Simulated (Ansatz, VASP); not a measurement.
# Pt (Pt(100)): VASP beside Ansatz, part 2 of 2

One calculation is typed for both programs; each brings its own data sets. How far apart do they land? The cell is taken from a series of runs on this material, whose earlier steps may have relaxed, scaled, displaced or heated it; both programs get it as it stands.

VASP 6.6.1 and Ansatz 0.2.0.

So far: Starting point; Ansatz: single point, LDA; VASP: single point, LDA; Differences.

## Step 5: VASP: single point, PBEsol

Level of this step: PBEsol; plane waves and PAW (Pt) (VASP).

A single point gives forces, pressure and levels at one fixed geometry, so differences don't come from the geometry; what else differs is listed under the comparison.

Input file INCAR:

```
SYSTEM = Pt
PREC = Accurate
ENCUT = 400
EDIFF = 1E-06
NELM = 120
ISMEAR = -1
SIGMA = 0.1
LREAL = .FALSE.
ALGO = Normal
GGA = PS
NBANDS = 43
LASPH = .TRUE.
LORBIT = 11
LWAVE = .FALSE.
LCHARG = .FALSE.
ISIF = 2
LDIPOL = .TRUE.
IDIPOL = 3
DIPOL = 0.5 0.5 0.5
LVHAR = .TRUE.
GGA_COMPAT = .FALSE.
NELMDL = -8
KPAR = 2
```

Input file POSCAR:

```
Pt
1.0
    2.7718585823      0.0000000000      0.0000000000
    0.0000000000      2.7718585823      0.0000000000
    0.0000000000      0.0000000000     29.7600000000
Pt
7
Direct
    0.0000000000      0.0000000000      0.3024193548
    0.5000000000      0.5000000000      0.3682795699
    0.0000000000      0.0000000000      0.4341397849
    0.5000000000      0.5000000000      0.5000000000
    0.0000000000      0.0000000000      0.5658602151
    0.5000000000      0.5000000000      0.6317204301
    0.0000000000      0.0000000000      0.6975806452
```

Input file KPOINTS:

```
Automatic mesh
0
Gamma
15 15 1
0 0 0
```

PAW data sets: Pt (PBE family, release 64).

Started as:

```bash
$ mpirun -np 2 vasp_std
```

Numbers of over 12 decimals in the logs are rounded to 6 here.

The log of the run:

```text
[banner, memory and clock lines left out]
running    2 mpi-ranks, on    1 nodes
[...]
[... a notice as in an earlier step ...]

 LDA part: xc-table for (Slater+PW92), standard interpolation
 POSCAR, INCAR and KPOINTS ok, starting setup
[...]
entering main loop
       N       E                     dE             d eps       ncg     rms          rms(c)
DAV:   1     0.415880023396E+03    0.41588E+03   -0.28635E+04  3104   0.116E+03
DAV:   2    -0.266579821014E+02   -0.44254E+03   -0.41777E+03  3788   0.271E+02
DAV:   3    -0.491072349977E+02   -0.22449E+02   -0.21238E+02  3789   0.561E+01
DAV:   4    -0.499809990642E+02   -0.87376E+00   -0.83990E+00  3920   0.104E+01
[...]
DAV:  29    -0.467715876440E+02   -0.13599E-05   -0.28594E-07  1756   0.253E-03    0.274E-03
DAV:  30    -0.467715888946E+02   -0.12506E-05   -0.41946E-07  1762   0.318E-03    0.932E-04
DAV:  31    -0.467715895236E+02   -0.62895E-06   -0.45470E-08  1704   0.884E-04
   1 F= -.46771590E+02 E0= -.46573271E+02  d E =-.396636E+00
```

From OUTCAR (step 5):

```text
  Total       -5.2260392     -5.2260392     -2.0235974      0.0000000      0.0000000      0.0000000
  in kB      -36.6191431    -36.6191431    -14.1794578      0.0000000      0.0000000      0.0000000
  external PRESSURE =     -29.1392480 kB  Pullay stress =       0.0000000 kB

 POSITION                                       TOTAL-FORCE (eV/Angst)
 -----------------------------------------------------------------------------------
      0.00000      0.00000      9.00000        -0.000000     -0.000000      0.391049
      1.38593      1.38593     10.96000        -0.000000     -0.000000     -0.301612
      0.00000      0.00000     12.92000        -0.000000      0.000000     -0.075683
      1.38593      1.38593     14.88000         0.000000     -0.000000     -0.000000
      0.00000      0.00000     16.84000         0.000000      0.000000      0.075683
      1.38593      1.38593     18.80000         0.000000     -0.000000      0.301612
      0.00000      0.00000     20.76000         0.000000     -0.000000     -0.391049
 -----------------------------------------------------------------------------------
    total drift:                                0.000000      0.000000     -0.000000

  FREE ENERGIE OF THE ION-ELECTRON SYSTEM (eV)
  ---------------------------------------------------
  free  energy   TOTEN  =       -46.7715895236 eV

  energy  without entropy=      -46.3749530459  energy(sigma->0) =      -46.57327128

[... 2 parts as in an earlier step ...]

[... 1 further part left out ...]
[key lines of the parts left out:]
E-fermi :   1.9706
```

## Step 6: Ansatz: single point, PBEsol

The same cell, functional, mesh and smearing now go to Ansatz, which takes its cutoff from its data sets.

The cell is taken from a series of runs on this material, whose earlier steps may have relaxed, scaled, displaced or heated it; both programs get it as it stands.

Input file input.yaml:

```yaml
crystal:
  lattice:
    - [2.7718585823, 0.0, 0.0]
    - [0.0, 2.7718585823, 0.0]
    - [0.0, 0.0, 29.76]
  atoms:
    - { symbol: Pt, position: [0.0, 0.0, 0.3024193548] }
    - { symbol: Pt, position: [0.5, 0.5, 0.3682795699] }
    - { symbol: Pt, position: [0.0, 0.0, 0.4341397849] }
    - { symbol: Pt, position: [0.5, 0.5, 0.5] }
    - { symbol: Pt, position: [0.0, 0.0, 0.5658602151] }
    - { symbol: Pt, position: [0.5, 0.5, 0.6317204301] }
    - { symbol: Pt, position: [0.0, 0.0, 0.6975806452] }
kpoints:
  mp_grid: { grid: [15, 15, 1] }
hamiltonian:
  xc: pbesol
scf:
  occupations: { method: fermi_dirac, width: 0.1 }
  convergence: { dr2_threshold: 1.0e-09 }
efield:
  axis: 3
  dipole_correction: true
  ramp_position: 0.97
  ramp_width: 0.06
output:
  write_potential: true
  write_density: true
  volumetric_format: npy
```

Started as:

```bash
$ ansatz run input.yaml --threads 4 --pin off --max-ram 6144MiB --backend cpu --events-out ev --progress --plain --runs-dir out
```

The log of the run:

```text
[...]
Crystal: 7 atoms, lattice volume = 228.652 Å³
Basis set: ecut = 420 eV, 4543 PW (Γ)
Bands: 76, of which v1, the nominal top of the filled ones, is band 63 counted from 1 (62 counted from 0)
Symmetry: 8 space group operations
k-points: 36 of 225
[...]
k-point 0: bands = [... 59 lower, 6.7603, 6.8806, 6.9667, 7.3330, 7.5280, 7.5280, 7.6639, 7.6987, ... 9 higher]
  k-point 1: bands = [... 59 lower, 6.6529, 7.0992, 7.1596, 7.1715, 7.2024, 7.5635, 7.6053, 7.6902, ... 9 higher]
  k-point 2: bands = [... 59 lower, 6.5490, 6.6563, 6.9177, 7.1692, 7.1999, 7.4009, 7.5229, 7.8143, ... 9 higher]
  k-point 35: bands = [... 59 lower, 7.9902, 8.0013, 8.5221, 8.5576, 9.8081, 10.4881, 11.4490, 12.0543, ... 9 higher]
[key lines of the parts left out:]
SCF converged after 12 iterations
Free energy (F): -86684.750534 eV
Fermi energy:    7.577504 eV
Dipole field:    D = -0.000000 V/Å  (p = -0.000000 e·Å, saw-weighted, corrected)
Work function:   Φ+ = 5.7925 eV   Φ− = 5.7924 eV
```

## Step 7: Side by side

What differs besides the data sets and the points named for the pairs above, as far as they apply: the data sets hold 126 valence electrons in Ansatz (on its default PAW (the set named soft_2) files) and 70 in VASP; Ansatz makes its cores anew for this functional, VASP keeps those of its PBE data sets. Total energies have different zeros and are not compared.

Both answers:

```tsv
quantity	Ansatz	VASP	difference
work function, lower of the two faces (eV)	5.79	5.80	0.00
work function, higher of the two faces (eV)	5.79	5.80	0.00
```

With vacuum in the cell, a pressure given here is an average over mostly empty space and none of the material.

## Step 8: VASP: single point, RPBE

With cell and atoms fixed, the geometry can't cause a difference; cores, projectors, grids and the points listed under the comparison can.

Edit INCAR of step 5 so:

```diff
@@ -9,3 +9,3 @@
 ALGO = Normal
-GGA = PS
+GGA = RP
 NBANDS = 43
```

POSCAR is that of step 5.

KPOINTS is that of step 5.

Started as:

```bash
$ mpirun -np 2 vasp_std
```

The log of the run:

```text
[... set-up lines as in an earlier step ...]
 entering main loop
       N       E                     dE             d eps       ncg     rms          rms(c)
DAV:   1     0.423741346628E+03    0.42374E+03   -0.28626E+04  3104   0.116E+03
DAV:   2    -0.157849558394E+02   -0.43953E+03   -0.41445E+03  3780   0.270E+02
DAV:   3    -0.382125223552E+02   -0.22428E+02   -0.21227E+02  3808   0.559E+01
DAV:   4    -0.390876409415E+02   -0.87512E+00   -0.84231E+00  3823   0.104E+01
[...]
DAV:  28    -0.367526342582E+02   -0.23322E-05   -0.21122E-07  1924   0.218E-03    0.111E-03
DAV:  29    -0.367526358186E+02   -0.15604E-05   -0.11590E-07  1948   0.948E-04    0.708E-04
DAV:  30    -0.367526366475E+02   -0.82895E-06   -0.61776E-08  1733   0.107E-03
   1 F= -.36752637E+02 E0= -.36555904E+02  d E =-.393465E+00
```

OUTCAR, selected parts (step 8):

```text
  Total        4.5820543      4.5820543      6.4965233      0.0000000      0.0000000      0.0000000
  in kB       32.1067058     32.1067058     45.5214950      0.0000000      0.0000000      0.0000000
  external PRESSURE =      36.5783022 kB  Pullay stress =       0.0000000 kB

 POSITION                                       TOTAL-FORCE (eV/Angst)
 -----------------------------------------------------------------------------------
      0.00000      0.00000      9.00000         0.000000      0.000000     -0.343952
      1.38593      1.38593     10.96000         0.000000     -0.000000     -0.288027
      0.00000      0.00000     12.92000         0.000000     -0.000000     -0.076228
      1.38593      1.38593     14.88000         0.000000     -0.000000      0.000000
      0.00000      0.00000     16.84000         0.000000     -0.000000      0.076228
      1.38593      1.38593     18.80000        -0.000000     -0.000000      0.288027
      0.00000      0.00000     20.76000         0.000000      0.000000      0.343952
 -----------------------------------------------------------------------------------
    total drift:                                0.000000      0.000000     -0.000000

  FREE ENERGIE OF THE ION-ELECTRON SYSTEM (eV)
  ---------------------------------------------------
  free  energy   TOTEN  =       -36.7526366475 eV

  energy  without entropy=      -36.3591715607  energy(sigma->0) =      -36.55590410

[... 2 parts as in an earlier step ...]

[... 1 further part left out ...]
[key lines of the parts left out:]
E-fermi :   2.2450
```

## Step 9: Ansatz: single point, RPBE

The same cell, functional, mesh and smearing now go to Ansatz, which takes its cutoff from its data sets.

The cell is taken from a series of runs on this material, whose earlier steps may have relaxed, scaled, displaced or heated it; both programs get it as it stands.

Edit input.yaml of step 6 so:

```diff
@@ -16,3 +16,3 @@
 hamiltonian:
-  xc: pbesol
+  xc: rpbe
 scf:
```

Started as:

```bash
$ ansatz run input.yaml --threads 4 --pin off --max-ram 6144MiB --backend cpu --events-out ev --progress --plain --runs-dir out
```

The log of the run:

```text
[...]
Crystal: 7 atoms, lattice volume = 228.652 Å³
Basis set: ecut = 420 eV, 4543 PW (Γ)
Bands: 76, of which v1, the nominal top of the filled ones, is band 63 counted from 1 (62 counted from 0)
Symmetry: 8 space group operations
k-points: 36 of 225
[...]
k-point 0: bands = [... 59 lower, 7.0426, 7.2185, 7.2298, 7.5935, 7.8043, 7.8043, 7.9226, 7.9568, ... 9 higher]
  k-point 1: bands = [... 59 lower, 6.9212, 7.3661, 7.4283, 7.4629, 7.4975, 7.8251, 7.8649, 7.9603, ... 9 higher]
  k-point 2: bands = [... 59 lower, 6.8209, 6.9501, 7.1864, 7.4370, 7.5029, 7.6631, 7.7888, 8.0834, ... 9 higher]
  k-point 35: bands = [... 59 lower, 8.2678, 8.2796, 8.8086, 8.8426, 10.1600, 10.8342, 11.7910, 12.3959, ... 9 higher]
[key lines of the parts left out:]
SCF converged after 12 iterations
Free energy (F): -87756.026436 eV
Fermi energy:    7.853869 eV
Dipole field:    D = 0.000001 V/Å  (p = 0.000001 e·Å, saw-weighted, corrected)
Work function:   Φ+ = 5.4993 eV   Φ− = 5.4993 eV
```

## Step 10: Differences

What differs besides the data sets and the points named for the pairs above, as far as they apply: the data sets hold 126 valence electrons in Ansatz (on its default PAW (the set named soft_2) files) and 70 in VASP. Total energies have different zeros and are not compared.

Both answers:

```tsv
quantity	Ansatz	VASP	difference
work function, lower of the two faces (eV)	5.50	5.50	0.00
work function, higher of the two faces (eV)	5.50	5.50	0.00
```

With vacuum in the cell, a pressure given here is an average over mostly empty space and none of the material.

## Step 11: What came out

```yaml
difference_in_work_function_higher_of_the_two_faces_single_point_lda: 0.011 eV
difference_in_work_function_lower_of_the_two_faces_single_point_pbesol: -0.0040 eV
difference_in_work_function_lower_of_the_two_faces_single_point_rpbe: -0.0017 eV
```

The difference in work function, higher of the two faces is 0.011 eV (single point, LDA). The data sets hold unlike numbers of valence electrons (126 in Ansatz and 70 in VASP), so part of the differences comes from the potentials. 1 further run of this series is not shown here. How closely two codes agree says nothing of how well the functional describes the real material.

[Lines on the potential files, build, host, timing and source positions are cut from VASP's logs without a mark.]

[Logs are printed without paths, hosts, clocks, repeated set-up lines and the standing remarks that a program may print on its own settings, such as how far it seeks lower states.]

[Hosts, paths, dates, database ids (printed as entryN), source tags and the programs' standing remarks are cut or masked in the printed files.]
